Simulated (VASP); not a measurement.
Method: revTPSS meta-GGA, VASP's PBE PAW potentials (set 64) (plane waves; VASP).

A VASP calculation is set up with these files.

**KPOINTS**
```
Automatic mesh
0
G
  9 9 9
0 0 0
```

KPOINTS_OPT:
```
k-points along high-symmetry lines
10
Line-mode
Reciprocal
  0.000000   0.000000   0.000000 ! GAMMA
  0.000000   0.500000   0.000000 ! X

  0.000000   0.500000   0.000000 ! X
  0.500000   0.500000   0.000000 ! M

  0.500000   0.500000   0.000000 ! M
  0.000000   0.000000   0.000000 ! GAMMA

  0.000000   0.000000   0.000000 ! GAMMA
  0.500000   0.500000   0.500000 ! R

  0.500000   0.500000   0.500000 ! R
  0.000000   0.500000   0.000000 ! X

  0.500000   0.500000   0.500000 ! R
  0.500000   0.500000   0.000000 ! M
```

INCAR:
```
LCHARG  =  F
SYSTEM  =  Al3Sc
EDIFF  =  1E-7
LWAVE  =  F
LEFG  =  T
ALGO  =  Normal
ISIF  =  2
LMAXMIX  =  4   ! l cut-off of mixed one-centre charges
LMIXTAU  =  T
LASPH  =  T
NEDOS  =  601   ! DOS grid
LREAL  =  F   ! projection in real space or not
ISMEAR  =  -5   ! tetrahedra, Bloechl
ENCUT  =  520   ! plane-wave cut-off (eV)
PREC  =  Accurate
LORBIT  =  11   ! lm-projected
NELM  =  100   ! most electronic steps
METAGGA  =  RTPSS
```

File POSCAR:
```
Al3Sc
4.076330
  1.0000000422   0.0000000000   0.0000000000
  0.0000000000   1.0000000422   0.0000000000
  0.0000000000   0.0000000000   1.0000000422
Sc Al
1 3
direct
  0.0000000000   0.0000000000   0.0000000000
  0.0000000000   0.5000000000   0.5000000000
  0.5000000000   0.0000000000   0.5000000000
  0.5000000000   0.5000000000   0.0000000000
```

POTCAR, in this order: Sc_sv Al (PBE.64 set). Program: vasp_std.

The run wrote:

File OUTCAR:
```
 ion  position               nearest neighbor table
   1  0.000  0.000  0.000-   2 2.88   3 2.88   4 2.88   2 2.88   3 2.88   2 2.88   4 2.88   2 2.88
                             3 2.88   4 2.88   3 2.88   4 2.88
   2  0.000  0.500  0.500-   1 2.88   3 2.88   4 2.88   1 2.88   4 2.88   1 2.88   3 2.88   1 2.88
                             3 2.88   4 2.88   4 2.88   3 2.88
   3  0.500  0.000  0.500-   1 2.88   2 2.88   4 2.88   1 2.88   4 2.88   2 2.88   4 2.88   4 2.88
                             1 2.88   2 2.88   1 2.88   2 2.88
   4  0.500  0.500  0.000-   1 2.88   2 2.88   3 2.88   2 2.88   3 2.88   1 2.88   3 2.88   3 2.88
                             1 2.88   2 2.88   2 2.88   1 2.88
  LATTYP: Found a simple cubic cell.
 ALAT       =     4.0763301721
 Subroutine PRICEL returns:
 Original cell was already a primitive cell.
 Subroutine GETGRP returns: Found 48 space group operations
The static configuration has the point symmetry O_h .
The dynamic configuration has the point symmetry O_h .
 Subroutine INISYM returns: Found 48 space group operations
 Subroutine IBZKPT returns following result:
 Found     35 irreducible k-points:

 Following reciprocal coordinates:
            Coordinates               Weight
  0.000000  0.000000  0.000000      1.000000
  0.111111  0.000000  0.000000      6.000000
  0.222222  0.000000  0.000000      6.000000
...
```

OSZICAR:
```
       N       E                     dE             d eps       ncg     rms          rms(c)
DAV:   1     0.266966532194E+03    0.26697E+03   -0.15608E+04  1130   0.325E+03
DAV:   2     0.159332817111E+02   -0.25103E+03   -0.24774E+03  1430   0.767E+02
DAV:   3     0.107384159561E+01   -0.14859E+02   -0.14569E+02  1530   0.222E+02
DAV:   4    -0.334931442881E+00   -0.14088E+01   -0.13921E+01  1808   0.600E+01
DAV:   5    -0.480394725900E+00   -0.14546E+00   -0.14296E+00  1732   0.165E+01    0.835E+00
DAV:   6    -0.284811762396E+02   -0.28001E+02   -0.24378E+02  1658   0.170E+02    0.113E+01
DAV:   7    -0.267184330939E+02    0.17627E+01   -0.78218E+00  1566   0.366E+01    0.939E+00
DAV:   8    -0.263540668815E+02    0.36437E+00   -0.16960E-01  1420   0.389E+00    0.922E+00
DAV:   9    -0.279121085181E+02   -0.15580E+01   -0.19810E+00  1442   0.242E+01    0.146E+01
DAV:  10    -0.242576439400E+02    0.36545E+01   -0.29159E+01  1598   0.682E+01    0.726E+00
DAV:  11    -0.240948308134E+02    0.16281E+00   -0.19047E+00  1492   0.166E+01    0.329E+00
DAV:  12    -0.240824996705E+02    0.12331E-01   -0.17142E-01  1650   0.410E+00    0.741E-01
DAV:  13    -0.241655918924E+02   -0.83092E-01   -0.58748E-01  1650   0.848E+00    0.449E+00
DAV:  14    -0.240811604314E+02    0.84431E-01   -0.33050E-01  1632   0.617E+00    0.898E-01
DAV:  15    -0.240780929655E+02    0.30675E-02   -0.11697E-02  1656   0.119E+00    0.170E-01
DAV:  16    -0.240782669426E+02   -0.17398E-03   -0.29997E-04  1278   0.233E-01    0.159E-01
DAV:  17    -0.240776474302E+02    0.61951E-03   -0.11825E-03  1632   0.456E-01    0.400E-02
DAV:  18    -0.240779429975E+02   -0.29557E-03   -0.11137E-04  1184   0.153E-01    0.241E-02
DAV:  19    -0.240779502939E+02   -0.72964E-05   -0.52793E-06  1380   0.252E-02    0.875E-03
DAV:  20    -0.240779432601E+02    0.70338E-05   -0.56948E-06  1608   0.281E-02    0.989E-04
DAV:  21    -0.240779462235E+02   -0.29634E-05   -0.37918E-07  1226   0.833E-03    0.346E-04
DAV:  22    -0.240779460246E+02    0.19885E-06   -0.18198E-08   628   0.242E-03    0.389E-04
DAV:  23    -0.240779454486E+02    0.57598E-06   -0.15457E-08   604   0.248E-03    0.393E-04
DAV:  24    -0.240779460206E+02   -0.57194E-06   -0.13481E-08   550   0.241E-03    0.111E-04
DAV:  25    -0.240779459055E+02    0.11507E-06   -0.25110E-09   550   0.116E-03    0.963E-05
DAV:  26    -0.240779459153E+02   -0.97423E-08   -0.99804E-10   520   0.630E-04
   1 F= -.24077946E+02 E0= -.24077946E+02  d E =0.000000E+00
       N       E                     dE             ncg
       N       E                     dE             ncg
```

OUTCAR:
```
------------------------ aborting loop because EDIFF is reached ----------------------------------------
  FORCE on cell =-STRESS in cart. coord.  units (eV):
  Direction    XX          YY          ZZ          XY          YZ          ZX
  --------------------------------------------------------------------------------------
  Total        0.0004369      0.0004369      0.0004369      0.0000000     -0.0000000      0.0000000
  in kB        0.0103335      0.0103335      0.0103335      0.0000000     -0.0000000      0.0000000
  external PRESSURE =       0.0103335 kB  Pullay stress =       0.0000000 kB
  volume of cell :       67.73
      direct lattice vectors                 reciprocal lattice vectors
     4.076330172  0.000000000  0.000000000     0.245318695  0.000000000  0.000000000
     0.000000000  4.076330172  0.000000000     0.000000000  0.245318695  0.000000000
     0.000000000  0.000000000  4.076330172     0.000000000  0.000000000  0.245318695
 POSITION                                       TOTAL-FORCE (eV/Angst)
 -----------------------------------------------------------------------------------
      0.00000      0.00000      0.00000         0.000000      0.000000      0.000000
      0.00000      2.03817      2.03817         0.000000      0.000000      0.000000
      2.03817      0.00000      2.03817         0.000000      0.000000      0.000000
      2.03817      2.03817      0.00000         0.000000      0.000000      0.000000
 -----------------------------------------------------------------------------------
    total drift:                                0.000000      0.000000     -0.000000
  FREE ENERGIE OF THE ION-ELECTRON SYSTEM (eV)
  ---------------------------------------------------
  free  energy   TOTEN  =       -24.0779459153 eV

  energy  without entropy=      -24.0779459153  energy(sigma->0) =      -24.07794592

 total charge

# of ion       s       p       d       tot
------------------------------------------
    1        2.182   6.135   1.255   9.572
    2        0.436   0.388   0.000   0.824
    3        0.436   0.388   0.000   0.824
    4        0.436   0.388   0.000   0.824
--------------------------------------------------
tot          3.489   7.298   1.255  12.043

 Electric field gradients after diagonalization (V/A^2)
 (convention: |V_zz| > |V_xx| > |V_yy|)
----------------------------------------------------------------------
 ion       V_xx      V_yy      V_zz     asymmetry (V_yy - V_xx)/ V_zz
----------------------------------------------------------------------
   1       0.000     0.000    -0.000       0.353
   2      -9.707    -9.707    19.413       0.000
   3      -9.707    -9.707    19.413       0.000
   4      -9.707    -9.707    19.413       0.000
```
(Selected blocks of OUTCAR.)

For a metal the tetrahedron method with Blöchl corrections gives inexact stress and forces.

The compound is Al3Sc in the L1_2 structure. It was relaxed first.
